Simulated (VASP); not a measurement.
Computed with r2SCAN meta-GGA, VASP's PBE PAW potentials (set 64) (plane waves; VASP 6.6.1).

Input for VASP

**INCAR**
```
SYSTEM = SnO2
PREC = Accurate
ENCUT = 520
EDIFF = 1E-6
NELM = 100
ALGO = Normal
LREAL = .FALSE.
LASPH = .TRUE.
ISMEAR = 0
SIGMA = 0.05
METAGGA = R2SCAN
LMIXTAU = .TRUE.
LMAXMIX = 4
LWAVE = .FALSE.
LCHARG = .FALSE.
IBRION = 2
ISIF = 3
NSW = 60
EDIFFG = -0.02
```

### KPOINTS
```
Automatic mesh
0
Gamma
7 7 7
0 0 0
```

**POSCAR**
```
SnO2
1
    1.6086299864     0.9287425113     4.3477432631
   -1.6086299864     0.9287425113     4.3477432631
    0.0000000000    -1.8574859849     4.3477432486
Sn O
1 2
Direct
  1.0000000000   1.0000000000   1.0000000000
  0.2583702158   0.2583702158   0.2583702157
  0.7416297842   0.7416297842   0.7416297843
```

POTCAR, in this order: Sn_d O (PBE.64 set). Program: vasp_std.

The run wrote:

### OSZICAR
```
       N       E                     dE             d eps       ncg     rms          rms(c)
DAV:   1     0.218001086223E+03    0.21800E+03   -0.14421E+04  1521   0.232E+03
DAV:   2    -0.285915138704E+02   -0.24659E+03   -0.23823E+03  1760   0.506E+02
DAV:   3    -0.504925012174E+02   -0.21901E+02   -0.21780E+02  1708   0.148E+02
DAV:   4    -0.510237615221E+02   -0.53126E+00   -0.53082E+00  1859   0.244E+01
DAV:   5    -0.510372129748E+02   -0.13451E-01   -0.13450E-01  2003   0.362E+00    0.107E+01
DAV:   6    -0.427703427948E+02    0.82669E+01   -0.89527E+00  2228   0.682E+01    0.481E+00
DAV:   7    -0.411704953280E+02    0.15998E+01   -0.10891E+00  1758   0.129E+01    0.222E+00
DAV:   8    -0.437533024129E+02   -0.25828E+01   -0.77256E-01  1538   0.944E+00    0.137E+00
DAV:   9    -0.414694519123E+02    0.22839E+01   -0.36517E-01  1500   0.559E+00    0.252E-01
DAV:  10    -0.416749827576E+02   -0.20553E+00   -0.13924E-01  1515   0.403E+00    0.181E-01
DAV:  11    -0.416692571224E+02    0.57256E-02   -0.10761E-02  1580   0.117E+00    0.774E-02
DAV:  12    -0.416732355497E+02   -0.39784E-02   -0.10752E-02  1543   0.126E+00    0.458E-02
DAV:  13    -0.416725902424E+02    0.64531E-03   -0.24151E-03  1570   0.612E-01    0.489E-02
DAV:  14    -0.416764860186E+02   -0.38958E-02   -0.10094E-03  1519   0.341E-01    0.167E-02
DAV:  15    -0.416766182899E+02   -0.13227E-03   -0.91131E-05  1979   0.930E-02    0.752E-03
DAV:  16    -0.416767127815E+02   -0.94492E-04   -0.39766E-05  1529   0.748E-02    0.242E-03
DAV:  17    -0.416767144602E+02   -0.16786E-05   -0.52423E-06  1546   0.231E-02    0.173E-03
DAV:  18    -0.416767196973E+02   -0.52371E-05   -0.93421E-07  1374   0.114E-02    0.121E-03
DAV:  19    -0.416767208511E+02   -0.11538E-05   -0.30654E-07  1248   0.734E-03    0.615E-04
DAV:  20    -0.416767209772E+02   -0.12610E-06   -0.67055E-08   789   0.351E-03
   1 F= -.41676721E+02 E0= -.41676721E+02  d E =-.416767E+02
       N       E                     dE             d eps       ncg     rms          rms(c)
DAV:   1    -0.416777270854E+02   -0.10062E-02   -0.39316E-02  1936   0.336E+00    0.205E-01
DAV:   2    -0.416769612956E+02    0.76579E-03   -0.24378E-03  1883   0.764E-01    0.825E-02
DAV:   3    -0.416767642395E+02    0.19706E-03   -0.39122E-04  1828   0.565E-01    0.271E-02
DAV:   4    -0.416767196209E+02    0.44619E-04   -0.13482E-04  1602   0.255E-01    0.608E-03
DAV:   5    -0.416767568605E+02   -0.37240E-04   -0.79450E-05  1502   0.117E-01    0.361E-03
DAV:   6    -0.416767884031E+02   -0.31543E-04   -0.13995E-05  1504   0.445E-02    0.207E-03
DAV:   7    -0.416767895062E+02   -0.11031E-05   -0.83182E-07  1252   0.115E-02    0.106E-03
DAV:   8    -0.416767889718E+02    0.53443E-06   -0.10211E-06  1160   0.122E-02
   2 F= -.41676789E+02 E0= -.41676789E+02  d E =-.679946E-04
       N       E                     dE             d eps       ncg     rms          rms(c)
DAV:   1    -0.416768631397E+02   -0.73634E-04   -0.27508E-03  1936   0.892E-01    0.540E-02
DAV:   2    -0.416768137073E+02    0.49432E-04   -0.17044E-04  1881   0.202E-01    0.218E-02
DAV:   3    -0.416768007227E+02    0.12985E-04   -0.27574E-05  1828   0.149E-01    0.713E-03
DAV:   4    -0.416767963132E+02    0.44094E-05   -0.95549E-06  1599   0.674E-02    0.161E-03
DAV:   5    -0.416767980917E+02   -0.17784E-05   -0.56145E-06  1500   0.310E-02    0.962E-04
DAV:   6    -0.416767996551E+02   -0.15635E-05   -0.94917E-07  1157   0.118E-02    0.528E-04
DAV:   7    -0.416767995695E+02    0.85624E-07   -0.79068E-08   789   0.385E-03
   3 F= -.41676800E+02 E0= -.41676800E+02  d E =-.785923E-04
```

OUTCAR:
```
------------------------ aborting loop because EDIFF is reached ----------------------------------------
  FORCE on cell =-STRESS in cart. coord.  units (eV):
  Direction    XX          YY          ZZ          XY          YZ          ZX
  --------------------------------------------------------------------------------------
  Total        0.0569719      0.0569719     -0.0330722      0.0000000      0.0000000      0.0000000
  in kB        2.3456614      2.3456608     -1.3616565      0.0000000      0.0000001      0.0000000
  external PRESSURE =       1.1098885 kB  Pullay stress =       0.0000000 kB
  volume of cell :       38.91
      direct lattice vectors                 reciprocal lattice vectors
     1.608363384  0.928588589  4.342574705     0.310875020  0.179483800  0.076759391
    -1.608363384  0.928588589  4.342574705    -0.310875020  0.179483800  0.076759391
     0.000000000 -1.857178139  4.342574691     0.000000000 -0.358967602  0.076759352
 POSITION                                       TOTAL-FORCE (eV/Angst)
 -----------------------------------------------------------------------------------
      0.00000     -0.00000      0.00000         0.000000      0.000000      0.000000
      0.00000     -0.00000      3.36678         0.000000      0.000000     -0.009339
      0.00000     -0.00000      9.66094         0.000000     -0.000000      0.009339
 -----------------------------------------------------------------------------------
    total drift:                               -0.000000      0.000000     -0.000000
  FREE ENERGIE OF THE ION-ELECTRON SYSTEM (eV)
  ---------------------------------------------------
  free  energy   TOTEN  =       -41.6767995695 eV

  energy  without entropy=      -41.6767995695  energy(sigma->0) =      -41.67679957

 reached required accuracy - stopping structural energy minimisation
```
(Selected blocks of OUTCAR.)

**CONTCAR**
```
SnO2
   1.00000000000000
     1.6083633843809300    0.9285885890447169    4.3425747053005397
    -1.6083633843809300    0.9285885890447169    4.3425747053005397
     0.0000000000000000   -1.8571781390972260    4.3425746905758107
  Sn              O
     1     2
Direct
     0.0000000000000000    0.0000000000000000    0.0000000000000000
     0.2584321090594449    0.2584321090594449    0.2584321089594407
     0.7415678909405551    0.7415678909405551    0.7415678910405593
```

The structure was generated: SnO2 was put into the CdCl2 type (R-3m), which need not be its known phase. This run relaxes it. Symmetry was kept, so distortions that lower it aren't found. The start is the result of an earlier pass.
